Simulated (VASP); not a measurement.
The input files of a VASP run:

File KPOINTS:
```
kpoints
0
gamma
9 9 9
0 0 0
```

**POSCAR**
```
CaO
2.4195480
  0.0000000000   1.0000000495   1.0000000495
  1.0000000495   0.0000000000   1.0000000495
  1.0000000495   1.0000000495   0.0000000000
Ca O
1 1
Cartesian
  0.0000000000   0.0000000000   0.0000000000
  1.0000000495   1.0000000495   1.0000000495
```

### INCAR
```
SYSTEM = CaO
PREC = Accurate
ENCUT = 520
EDIFF = 1E-6
NELM = 100
ALGO = Normal
LREAL = .FALSE.
LASPH = .TRUE.
ISMEAR = 0
SIGMA = 0.05
GGA = PE
LWAVE = .FALSE.
LCHARG = .TRUE.
```

POTCAR, in this order: Ca_sv O (PBE.64 set). Program: vasp_std.

Problem. Write an equivalent input for Quantum ESPRESSO's pw.x.

Solution. One equivalent input (not run):
```
&CONTROL
  calculation = 'scf'
  pseudo_dir = './pseudo'
  outdir = './out'
  tprnfor = .true.
  tstress = .true.
/
&SYSTEM
  ibrav = 0
  nat = 2
  ntyp = 2
  ecutwfc = 84
  occupations = 'smearing'
  smearing = 'gaussian'
  degauss = 0.003675
  input_dft = 'pbe'
/
&ELECTRONS
  conv_thr = 7.3e-08
  electron_maxstep = 100
/
ATOMIC_SPECIES
  Ca 40.078 Ca.upf
  O 15.999 O.upf
CELL_PARAMETERS angstrom
     0.0000000    2.4195481    2.4195481
     2.4195481   -0.0000000    2.4195481
     2.4195481    2.4195481   -0.0000000
ATOMIC_POSITIONS crystal
  Ca   0.0000000  0.0000000  0.0000000
  O    0.5000000  0.5000000  0.5000000
K_POINTS automatic
  9 9 9 0 0 0
```
Limits of the translation: the potentials are each code's own (VASP's PAW set, PseudoDojo norm-conserving files in pw.x), so ENCUT and ecutwfc are chosen apart and not converted; conv_thr bounds pw.x's estimated SCF error, while EDIFF bounds the energy change between steps.

The compound is CaO in the rock salt structure. It was relaxed first.
